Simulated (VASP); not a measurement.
The system is Sc.

```xyz
2
Lattice="3.2700 0.0000 0.0000 -1.6350 2.8319 0.0000 0.0000 0.0000 5.0900" Properties=species:S:1:pos:R:3 pbc="T T T"
Sc    0.0000    1.8879    1.2725
Sc    1.6350    0.9440    3.8175
```

The cell was built by a generator and needn't be a form met in nature.

| Item | Value |
| --- | --- |
| Program | VASP 6.6.1 |
| Task | relaxation of cell and atoms |
| Functional | PBE |
| Potentials or basis | VASP PAW PBE potentials, release 64 (Sc_sv) |
| Cutoff | 700 eV |
| k mesh | 14 × 14 × 8 |
| Occupations | methfessel-paxton, width 0.1 eV |
| Spin | no spin polarisation |

At the start: pressure 2.6 GPa; volume 23.57 Å³/atom.

**Question.** How do energy, volume and symmetry change on relaxing?

**Answer.** Over 5 steps the energy falls by 8.5 meV/atom and the volume is 24.63 Å³/atom (+4.5 %); space group P6_3/mmc (No. 194, to 0.05 Å).

Step by step:
| step | energy change (eV) | largest force (eV/Å) | pressure (GPa) | volume (Å³) |
| --- | --- | --- | --- | --- |
| 1 | 0.0000 | 0.0000 | 2.61 | 47.14 |
| 2 | -0.0161 | 0.0000 | -0.59 | 49.80 |
| 3 | -0.0170 | 0.0000 | 0.04 | 49.27 |
| 4 | -0.0170 | 0.0000 | -0.04 | 49.32 |
| 5 | -0.0170 | 0.0000 | 0.02 | 49.27 |

Final structure:
```yaml
crystal:
  lattice:
    - [3.32046, 0.00000, 0.00000]
    - [-1.66023, 2.87560, 0.00000]
    - [0.00000, 0.00000, 5.16006]
  atoms:
    - { symbol: Sc, position: [0.33333, 0.66667, 0.25000] }
    - { symbol: Sc, position: [0.66667, 0.33333, 0.75000] }
```
